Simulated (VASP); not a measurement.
OSZICAR of a VASP run on KMgF₃ (cubic perovskite):

OSZICAR:
```
       N       E                     dE             d eps       ncg     rms          rms(c)
DAV:   1     0.251412585175E+03    0.25141E+03   -0.17801E+04   400   0.156E+03
DAV:   2    -0.141747657624E+02   -0.26559E+03   -0.25746E+03   548   0.388E+02
DAV:   3    -0.262469758052E+02   -0.12072E+02   -0.12036E+02   480   0.816E+01
DAV:   4    -0.266647856502E+02   -0.41781E+00   -0.41714E+00   704   0.124E+01
DAV:   5    -0.266660442191E+02   -0.12586E-02   -0.12585E-02   472   0.701E-01    0.896E+00
DAV:   6    -0.244571137141E+02    0.22089E+01   -0.96126E+00   448   0.225E+01    0.368E+00
DAV:   7    -0.244478543418E+02    0.92594E-02   -0.24230E-01   536   0.333E+00    0.233E+00
DAV:   8    -0.244476451900E+02    0.20915E-03   -0.71908E-02   460   0.293E+00    0.280E-01
DAV:   9    -0.244475472641E+02    0.97926E-04   -0.13321E-02   496   0.847E-01    0.118E-01
DAV:  10    -0.244478934722E+02   -0.34621E-03   -0.12748E-03   532   0.280E-01    0.661E-02
DAV:  11    -0.244479293318E+02   -0.35860E-04   -0.17585E-04   480   0.103E-01    0.283E-02
DAV:  12    -0.244479097918E+02    0.19540E-04   -0.10046E-04   456   0.685E-02    0.175E-03
DAV:  13    -0.244479101162E+02   -0.32439E-06   -0.16294E-06   352   0.106E-02
   1 F= -.24447910E+02 E0= -.24447910E+02  d E =-.244479E+02
       N       E                     dE             d eps       ncg     rms          rms(c)
DAV:   1    -0.244579312219E+02   -0.10021E-01   -0.18756E-01   420   0.408E+00    0.764E-01
DAV:   2    -0.244490451160E+02    0.88861E-02   -0.41954E-02   428   0.162E+00    0.142E-01
DAV:   3    -0.244485875007E+02    0.45762E-03   -0.83137E-04   576   0.250E-01    0.819E-02
DAV:   4    -0.244484902677E+02    0.97233E-04   -0.35811E-04   708   0.114E-01    0.631E-02
DAV:   5    -0.244484942083E+02   -0.39406E-05   -0.38072E-05   612   0.471E-02    0.136E-02
DAV:   6    -0.244484914205E+02    0.27879E-05   -0.14122E-05   580   0.300E-02    0.435E-03
DAV:   7    -0.244484905653E+02    0.85511E-06   -0.10160E-06   388   0.558E-03
   2 F= -.24448491E+02 E0= -.24448491E+02  d E =-.580449E-03
```

Task: Which electronic solver shows in the log?

Result: It is blocked Davidson (ALGO = Normal, or the opening steps of other solvers). The INCAR had ALGO = Normal.

Task: Can the final energy be trusted as converged?

Result: Self-consistency was reached. It stopped with EDIFF = 1E-6, NELM = 100, NSW = 60 and EDIFFG = -0.02 after 2 ionic steps (PBE GGA, plane waves, VASP's PBE PAW potentials (set 64)).

The compound is KMgF3 in the cubic perovskite structure. This run relaxes it. Symmetry was kept, so distortions that lower it aren't found. The start is the result of an earlier pass.
